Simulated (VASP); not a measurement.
Output of a VASP run:

OUTCAR:
```
 ion  position               nearest neighbor table
   1  0.000  0.000  0.000-   2 2.40   2 2.40   2 2.40   2 2.40
   2  0.250  0.250  0.250-   1 2.40   1 2.40   1 2.40   1 2.40
  LATTYP: Found a face centered cubic cell.
 ALAT       =     5.5490936702
 Subroutine PRICEL returns:
 Original cell was already a primitive cell.
 Subroutine GETGRP returns: Found 24 space group operations
The static configuration has the point symmetry T_d .
The dynamic configuration has the point symmetry T_d .
 Subroutine INISYM returns: Found 24 space group operations
 Subroutine IBZKPT returns following result:
 Found     29 irreducible k-points:

 Following reciprocal coordinates:
            Coordinates               Weight
  0.000000  0.000000  0.000000      1.000000
  0.125000  0.000000  0.000000      8.000000
  0.250000  0.000000  0.000000      8.000000
  0.375000  0.000000  0.000000      8.000000
  0.500000  0.000000  0.000000      4.000000
  0.125000  0.125000  0.000000      6.000000
  0.250000  0.125000  0.000000     24.000000
  0.375000  0.125000  0.000000     24.000000
  0.500000  0.125000  0.000000     24.000000
 -0.375000  0.125000  0.000000     24.000000
 -0.250000  0.125000  0.000000     24.000000
 -0.125000  0.125000  0.000000     12.000000
  0.250000  0.250000  0.000000      6.000000
  0.375000  0.250000  0.000000     24.000000
  0.500000  0.250000  0.000000     24.000000
 -0.375000  0.250000  0.000000     24.000000
 -0.250000  0.250000  0.000000     12.000000
  0.375000  0.375000  0.000000      6.000000
  0.500000  0.375000  0.000000     24.000000
 -0.375000  0.375000  0.000000     12.000000
  0.500000  0.500000  0.000000      3.000000
  0.375000  0.250000  0.125000     24.000000
  0.500000  0.250000  0.125000     48.000000
 -0.375000  0.250000  0.125000     24.000000
  0.500000  0.375000  0.125000     24.000000
 -0.375000  0.375000  0.125000     48.000000
 -0.250000  0.375000  0.125000     24.000000
 -0.375000  0.500000  0.125000     12.000000
 -0.250000  0.500000  0.250000      6.000000
   k-points           NKPTS =     29   k-points in BZ     NKDIM =     29   number of bands    NBANDS=     13
   number of dos      NEDOS =    301   number of ions     NIONS =      2
   total plane-waves  NPLWV =  27000
   dimension x,y,z NGX =    30 NGY =   30 NGZ =   30
   dimension x,y,z NGXF=    60 NGYF=   60 NGZF=   60
   ions per type =               1   1
   PREC   = accura    normal or accurate (medium, high low for compatibility)
   ISTART =      0    job   : 0-new  1-cont  2-samecut
   ICHARG =      2    charge: 1-file 2-atom 10-const
   ISPIN  =      1    spin polarized calculation?
   LNONCOLLINEAR =      F non collinear calculations
   LSORBIT =      F    spin-orbit coupling
   INIWAV =      1    electr: 0-lowe 1-rand  2-diag
   ENCUT  =  520.0 eV  38.22 Ry    6.18 a.u.   7.30  7.30  7.30*2*pi/ulx,y,z
   NELM   =    100;   NELMIN=  2; NELMDL= -5     # of ELM steps
   EDIFF  = 0.1E-06   stopping-criterion for ELM
   LREAL  =      F    real-space projection
   NLSPLINE    = F    spline interpolate recip. space projectors
   LMAXMIX     =    4 max onsite mixed and CHGCAR
   VOSKOWN=      0    Vosko Wilk Nusair interpolation
   EDIFFG = 0.1E-05   stopping-criterion for IOM
   NSW    =      0    number of steps for IOM
   NBLOCK =      1;   KBLOCK =      1    inner block; outer block
   IBRION =     -1    ionic relax: 0-MD 1-quasi-New 2-CG
   NFREE  =      0    steps in history (QN), initial steepest desc. (CG)
   ISIF   =      2    stress and relaxation
   ISYM   =      2    0-nonsym 1-usesym 2-fastsym
   TEIN   =    0.0    initial temperature
   TEBEG  =    0.0;   TEEND  =   0.0 temperature during run
   SMASS  =  -3.00    Nose mass-parameter (am)
   PSTRESS=    0.0 pullay stress
   NELECT =      18.0000    total number of electrons
   EFERMI =   0.00;   METHOD = LEGACY
   ISMEAR =     0;   SIGMA  =   0.05  broadening in eV -4-tet -1-fermi 0-gaus
   IALGO  =     38    algorithm
...
```

File OSZICAR:
```
       N       E                     dE             d eps       ncg     rms          rms(c)
DAV:   1     0.543478393536E+02    0.54348E+02   -0.97417E+03   754   0.199E+03
DAV:   2    -0.328590609652E+02   -0.87207E+02   -0.84007E+02   844   0.337E+02
DAV:   3    -0.391539689968E+02   -0.62949E+01   -0.62654E+01   939   0.786E+01
DAV:   4    -0.392542610325E+02   -0.10029E+00   -0.10026E+00   871   0.110E+01
DAV:   5    -0.392560292785E+02   -0.17682E-02   -0.17682E-02   899   0.131E+00    0.292E+00
DAV:   6    -0.372688747495E+02    0.19872E+01   -0.72446E-01  1003   0.201E+01    0.173E+00
DAV:   7    -0.372264642529E+02    0.42410E-01   -0.40965E-01   754   0.943E+00    0.850E-01
DAV:   8    -0.372624457958E+02   -0.35982E-01   -0.23013E-01   779   0.620E+00    0.361E-01
DAV:   9    -0.372405253403E+02    0.21920E-01   -0.83205E-02   754   0.423E+00    0.167E-01
DAV:  10    -0.372514966842E+02   -0.10971E-01   -0.89365E-02   754   0.445E+00    0.130E-01
DAV:  11    -0.372548439223E+02   -0.33472E-02   -0.74254E-02   764   0.430E+00    0.903E-02
DAV:  12    -0.372560863100E+02   -0.12424E-02   -0.27765E-03   844   0.720E-01    0.548E-02
DAV:  13    -0.372560755087E+02    0.10801E-04   -0.11214E-04   922   0.148E-01    0.553E-02
DAV:  14    -0.372560262853E+02    0.49223E-04   -0.14305E-03   759   0.519E-01    0.695E-02
DAV:  15    -0.372565507160E+02   -0.52443E-03   -0.15194E-03   759   0.437E-01    0.463E-02
DAV:  16    -0.372565461766E+02    0.45394E-05   -0.52612E-05   924   0.650E-02    0.377E-02
DAV:  17    -0.372565491536E+02   -0.29771E-05   -0.19711E-05   769   0.619E-02    0.332E-02
DAV:  18    -0.372564303817E+02    0.11877E-03   -0.87736E-05   850   0.129E-01    0.973E-03
DAV:  19    -0.372564411762E+02   -0.10795E-04   -0.17706E-05   764   0.554E-02    0.105E-02
DAV:  20    -0.372564437706E+02   -0.25944E-05   -0.20272E-07   913   0.563E-03    0.109E-02
DAV:  21    -0.372564070227E+02    0.36748E-04   -0.13785E-05   892   0.513E-02    0.261E-03
DAV:  22    -0.372563947026E+02    0.12320E-04   -0.15315E-06   794   0.153E-02    0.104E-03
DAV:  23    -0.372563970734E+02   -0.23708E-05   -0.29056E-07   784   0.694E-03    0.587E-04
DAV:  24    -0.372563962911E+02    0.78225E-06   -0.82846E-08   547   0.345E-03    0.425E-04
DAV:  25    -0.372563960025E+02    0.28861E-06   -0.34600E-08   392   0.244E-03    0.103E-04
DAV:  26    -0.372563962685E+02   -0.26599E-06   -0.16203E-08   377   0.186E-03    0.843E-05
DAV:  27    -0.372563959695E+02    0.29897E-06   -0.36703E-09   377   0.753E-04    0.835E-05
DAV:  28    -0.372563961506E+02   -0.18105E-06   -0.15216E-09   377   0.533E-04    0.374E-05
DAV:  29    -0.372563962158E+02   -0.65198E-07   -0.44617E-10   377   0.301E-04
   1 F= -.37256396E+02 E0= -.37256396E+02  d E =-.303979E-11
```

**OUTCAR**
```
------------------------ aborting loop because EDIFF is reached ----------------------------------------
  FORCE on cell =-STRESS in cart. coord.  units (eV):
  Direction    XX          YY          ZZ          XY          YZ          ZX
  --------------------------------------------------------------------------------------
  Total        1.3314164      1.3314164      1.3314164      0.0000000      0.0000000     -0.0000000
  in kB       49.9365255     49.9365255     49.9365255      0.0000000      0.0000000     -0.0000000
  external PRESSURE =      49.9365255 kB  Pullay stress =       0.0000000 kB
  volume of cell :       42.72
      direct lattice vectors                 reciprocal lattice vectors
     0.000000000  2.774546835  2.774546835    -0.180209609  0.180209609  0.180209609
     2.774546835  0.000000000  2.774546835     0.180209609 -0.180209609  0.180209609
     2.774546835  2.774546835  0.000000000     0.180209609  0.180209609 -0.180209609
  FREE ENERGIE OF THE ION-ELECTRON SYSTEM (eV)
  ---------------------------------------------------
  free  energy   TOTEN  =       -37.2563962158 eV

  energy  without entropy=      -37.2563962158  energy(sigma->0) =      -37.25639622
```
(Selected blocks of OUTCAR.)

### POSCAR
```
GaAs
1
    0.0000000000     2.7745468351     2.7745468351
    2.7745468351     0.0000000000     2.7745468351
    2.7745468351     2.7745468351     0.0000000000
Ga As
1 1
Direct
  0.0000000000   0.0000000000   0.0000000000
  0.2500000000   0.2500000000   0.2500000000
```

Q: Write an INCAR and KPOINTS that could have produced this output.

A: One answer among several that fit: the input of the run itself, SCAN meta-GGA, plane waves, VASP's PBE PAW potentials (set 64).

KPOINTS:
```
Automatic mesh
0
Gamma
8 8 8
0 0 0
```

### INCAR
```
ALGO  =  Normal
EDIFF  =  1E-7
ENCUT  =  520
ISIF  =  2
ISMEAR  =  0
LASPH  =  T
LCHARG  =  F
LMAXMIX  =  4
LMIXTAU  =  T
LREAL  =  F
LWAVE  =  F
METAGGA  =  SCAN
NELM  =  100
PREC  =  Accurate
SIGMA  =  0.05
SYSTEM  =  GaAs
```

POTCAR, in this order: Ga_d As (PBE.64 set). Program: vasp_std.

The compound is GaAs in the zinc blende structure. This cell is one point of a volume scan, at 0.94 of the reference volume.
